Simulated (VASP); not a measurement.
Level of theory: SCAN meta-GGA, VASP's PBE PAW potentials (set 64) (plane waves; VASP).

The input files of a VASP run:

**INCAR**
```
SYSTEM=KF
PREC=Accurate; ENCUT=520; LREAL=.False.
LASPH=.True.
EDIFF=1E-7; NELM=100; ALGO=Normal
LMIXTAU=.True.
ISMEAR=0; SIGMA=0.05
METAGGA=SCAN
ISIF=2
LWAVE=.False.; LCHARG=.False.
```

File POSCAR:
```
KF
1
    0.0000000000     2.6750888884     2.6750888884
    2.6750888884     0.0000000000     2.6750888884
    2.6750888884     2.6750888884     0.0000000000
K F
1 1
Direct
  0.0000000000   0.0000000000   0.0000000000
  0.5000000000   0.5000000000   0.5000000000
```

KPOINTS:
```
Automatic mesh
0
Gamma
9 9 9
0 0 0
```

POTCAR, in this order: K_sv F (PBE.64 set). Program: vasp_std.

Output of the run:

**OSZICAR**
```
       N       E                     dE             d eps       ncg     rms          rms(c)
DAV:   1     0.102333057709E+03    0.10233E+03   -0.86866E+03   840   0.131E+03
DAV:   2    -0.183497498846E+02   -0.12068E+03   -0.11110E+03  1060   0.348E+02
DAV:   3    -0.232717376219E+02   -0.49220E+01   -0.48974E+01  1072   0.647E+01
DAV:   4    -0.234436485623E+02   -0.17191E+00   -0.17175E+00  1284   0.107E+01
DAV:   5    -0.234457546294E+02   -0.21061E-02   -0.21060E-02  1060   0.130E+00    0.584E+00
DAV:   6    -0.182809652807E+02    0.51648E+01   -0.26574E+00  1152   0.195E+01    0.246E+00
DAV:   7    -0.177630233110E+02    0.51794E+00   -0.10119E+00  1068   0.133E+01    0.189E+00
DAV:   8    -0.185439690677E+02   -0.78095E+00   -0.45272E-01  1004   0.100E+01    0.987E-01
DAV:   9    -0.173421041979E+02    0.12019E+01   -0.31924E-01   856   0.675E+00    0.912E-01
DAV:  10    -0.176498102030E+02   -0.30771E+00   -0.24875E-01   860   0.518E+00    0.175E-01
DAV:  11    -0.179427193876E+02   -0.29291E+00   -0.62285E-02   840   0.333E+00    0.422E-01
DAV:  12    -0.177269013494E+02    0.21582E+00   -0.37843E-02   856   0.285E+00    0.212E-01
DAV:  13    -0.176717283711E+02    0.55173E-01   -0.10873E-02   896   0.159E+00    0.249E-01
DAV:  14    -0.176832245995E+02   -0.11496E-01   -0.21442E-03  1016   0.605E-01    0.172E-01
DAV:  15    -0.176888808991E+02   -0.56563E-02   -0.19370E-03   852   0.704E-01    0.149E-01
DAV:  16    -0.176899997799E+02   -0.11189E-02   -0.16674E-03   904   0.498E-01    0.453E-02
DAV:  17    -0.176904837634E+02   -0.48398E-03   -0.44996E-04   856   0.310E-01    0.116E-02
DAV:  18    -0.176905227909E+02   -0.39027E-04   -0.13097E-04   952   0.163E-01    0.970E-03
DAV:  19    -0.176905465240E+02   -0.23733E-04   -0.55009E-05   900   0.972E-02    0.301E-03
DAV:  20    -0.176905582406E+02   -0.11717E-04   -0.86649E-06   984   0.480E-02    0.202E-03
DAV:  21    -0.176905569941E+02    0.12465E-05   -0.17803E-06   924   0.209E-02    0.765E-04
DAV:  22    -0.176905574850E+02   -0.49092E-06   -0.11114E-07   716   0.552E-03    0.888E-04
DAV:  23    -0.176905580580E+02   -0.57303E-06   -0.53746E-07   860   0.121E-02    0.142E-04
DAV:  24    -0.176905581085E+02   -0.50416E-07   -0.61527E-08   632   0.441E-03
   1 F= -.17690558E+02 E0= -.17690558E+02  d E =-.230888E-11
```

File OUTCAR:
```
------------------------ aborting loop because EDIFF is reached ----------------------------------------
  FORCE on cell =-STRESS in cart. coord.  units (eV):
  Direction    XX          YY          ZZ          XY          YZ          ZX
  --------------------------------------------------------------------------------------
  Total       -0.2585538     -0.2585538     -0.2585538      0.0000000     -0.0000000      0.0000000
  in kB      -10.8197401    -10.8197401    -10.8197401      0.0000000     -0.0000000      0.0000000
  external PRESSURE =     -10.8197401 kB  Pullay stress =       0.0000000 kB
  volume of cell :       38.29
      direct lattice vectors                 reciprocal lattice vectors
     0.000000000  2.675088888  2.675088888    -0.186909677  0.186909677  0.186909677
     2.675088888  0.000000000  2.675088888     0.186909677 -0.186909677  0.186909677
     2.675088888  2.675088888  0.000000000     0.186909677  0.186909677 -0.186909677
  FREE ENERGIE OF THE ION-ELECTRON SYSTEM (eV)
  ---------------------------------------------------
  free  energy   TOTEN  =       -17.6905581085 eV

  energy  without entropy=      -17.6905581085  energy(sigma->0) =      -17.69055811
```
(Selected blocks of OUTCAR.)

The compound is KF in the rock salt structure. This cell is one point of a volume scan, at 1.03 of the reference volume.
